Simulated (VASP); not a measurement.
Data:

```yaml
crystal:
  lattice:
    - [0.00000, 3.28858, 3.28858]
    - [3.28858, 0.00000, 3.28858]
    - [3.28858, 3.28858, 0.00000]
  atoms:
    - { symbol: Ag, position: [0.00000, 0.00000, 0.00000] }
    - { symbol: I, position: [0.25000, 0.25000, 0.25000] }
```

These are optB88-vdW, VASP's PBE PAW potentials (set 64) (plane waves; VASP) values and carry that method's errors. Numerical set-up: 520 eV cut-off, Gaussian smearing of 0.050 eV, potentials Ag I.

Unless said otherwise, spin-orbit coupling is left out, though it shifts the bands of the heavy elements here.

Q: Give the energies of bands 2 to 12 at the high-symmetry points, in eV from the valence-band maximum.

A: 
```json
[
 {"band": "2", "Γ": "-3.99", "X": "-4.24", "U": "-4.04", "L": "-3.88", "W": "-3.91"},
 {"band": "3", "Γ": "-3.99", "X": "-3.51", "U": "-3.62", "L": "-3.83", "W": "-3.70"},
 {"band": "4", "Γ": "-3.99", "X": "-3.51", "U": "-3.48", "L": "-3.83", "W": "-3.52"},
 {"band": "5", "Γ": "-2.94", "X": "-2.87", "U": "-2.92", "L": "-2.92", "W": "-3.00"},
 {"band": "6", "Γ": "-2.94", "X": "-2.84", "U": "-2.90", "L": "-2.92", "W": "-2.72"},
 {"band": "7", "Γ": "0.00", "X": "-2.48", "U": "-2.70", "L": "-2.82", "W": "-2.67"},
 {"band": "8", "Γ": "0.00", "X": "-1.67", "U": "-1.89", "L": "-0.67", "W": "-1.99"},
 {"band": "9", "Γ": "0.00", "X": "-1.67", "U": "-1.32", "L": "-0.67", "W": "-1.54"},
 {"band": "10", "Γ": "1.22", "X": "3.64", "U": "3.90", "L": "2.70", "W": "4.62"},
 {"band": "11", "Γ": "5.82", "X": "3.80", "U": "4.92", "L": "6.26", "W": "5.19"},
 {"band": "12", "Γ": "5.82", "X": "8.27", "U": "7.57", "L": "6.26", "W": "6.34"}
]
```

The gap is direct, 1.22 eV, from the valence maximum at Γ to the conduction minimum at Γ.

The compound is AgI in the zinc blende structure, whereas wurtzite is the usual form. It was relaxed first.
